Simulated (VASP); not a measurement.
OSZICAR of a VASP run on SnO$_{2}$ (rutile):

### OSZICAR
```
       N       E                     dE             d eps       ncg     rms          rms(c)
DAV:   1     0.665467122105E+03    0.66547E+03   -0.26446E+04  1586   0.260E+03
DAV:   2     0.665101074130E+02   -0.59896E+03   -0.57602E+03  1698   0.681E+02
DAV:   3    -0.279067433861E+02   -0.94417E+02   -0.93440E+02  1712   0.229E+02
DAV:   4    -0.326088121561E+02   -0.47021E+01   -0.46854E+01  1791   0.560E+01
DAV:   5    -0.327559570375E+02   -0.14714E+00   -0.14711E+00  1855   0.101E+01    0.158E+01
DAV:   6    -0.264440881818E+02    0.63119E+01   -0.25486E+01  2363   0.725E+01    0.568E+00
DAV:   7    -0.265445392829E+02   -0.10045E+00   -0.21059E+00  1628   0.866E+00    0.320E+00
DAV:   8    -0.265140116346E+02    0.30528E-01   -0.30741E-01  2246   0.543E+00    0.783E-01
DAV:   9    -0.264981943646E+02    0.15817E-01   -0.91809E-02  2341   0.406E+00    0.153E-01
DAV:  10    -0.264986442823E+02   -0.44992E-03   -0.55093E-03  2133   0.715E-01    0.438E-02
DAV:  11    -0.264986991403E+02   -0.54858E-04   -0.32302E-04  2364   0.214E-01    0.195E-02
DAV:  12    -0.264987025971E+02   -0.34567E-05   -0.24420E-05  1938   0.478E-02    0.135E-02
DAV:  13    -0.264986990111E+02    0.35859E-05   -0.13882E-05  1873   0.488E-02    0.120E-03
DAV:  14    -0.264986990590E+02   -0.47831E-07   -0.15214E-06  1231   0.113E-02
   1 F= -.26498699E+02 E0= -.26498699E+02  d E =-.264987E+02
       N       E                     dE             d eps       ncg     rms          rms(c)
DAV:   1    -0.269436934489E+02   -0.44499E+00   -0.11958E+01  1876   0.563E+01    0.453E+00
DAV:   2    -0.265739860311E+02    0.36971E+00   -0.10906E+00  2004   0.115E+01    0.160E+00
DAV:   3    -0.265018041207E+02    0.72182E-01   -0.13777E-01  2153   0.807E+00    0.498E-01
DAV:   4    -0.264922609590E+02    0.95432E-02   -0.27335E-02  2115   0.365E+00    0.884E-02
DAV:   5    -0.264922144414E+02    0.46518E-04   -0.76173E-03  1924   0.740E-01    0.447E-02
DAV:   6    -0.264920111027E+02    0.20334E-03   -0.28210E-04  1921   0.173E-01    0.253E-02
DAV:   7    -0.264920035904E+02    0.75122E-05   -0.25937E-05  2241   0.662E-02    0.678E-03
DAV:   8    -0.264920045220E+02   -0.93160E-06   -0.94388E-06  2044   0.268E-02
   2 F= -.26492005E+02 E0= -.26492005E+02  d E =0.669454E-02
       N       E                     dE             d eps       ncg     rms          rms(c)
DAV:   1    -0.266546383630E+02   -0.16263E+00   -0.36616E+00  1883   0.291E+01    0.258E+00
DAV:   2    -0.265352876682E+02    0.11935E+00   -0.35145E-01  2018   0.670E+00    0.903E-01
DAV:   3    -0.265129768316E+02    0.22311E-01   -0.42964E-02  2138   0.492E+00    0.286E-01
DAV:   4    -0.265100128576E+02    0.29640E-02   -0.83634E-03  2068   0.209E+00    0.523E-02
DAV:   5    -0.265100246110E+02   -0.11753E-04   -0.22937E-03  1924   0.428E-01    0.258E-02
DAV:   6    -0.265099866290E+02    0.37982E-04   -0.93230E-05  1947   0.949E-02    0.135E-02
DAV:   7    -0.265099868701E+02   -0.24111E-06   -0.68505E-06  1922   0.445E-02
   3 F= -.26509987E+02 E0= -.26509987E+02  d E =-.112878E-01
```

**Question.** Which electronic solver shows in the log?

**Answer.** It is blocked Davidson (ALGO = Normal, or the opening steps of other solvers). The INCAR had ALGO = Normal.

**Question.** Can the final energy be trusted as converged?

**Answer.** Self-consistency was reached. It stopped with EDIFF = 1E-6, NELM = 100, NSW = 60 and EDIFFG = -0.02 after 3 ionic steps (rev-vdW-DF2, plane waves, VASP's PBE PAW potentials (set 64)).

The compound is SnO2 in the rutile structure. This run relaxes it. Symmetry was kept, so distortions that lower it aren't found. The start is the result of an earlier pass.
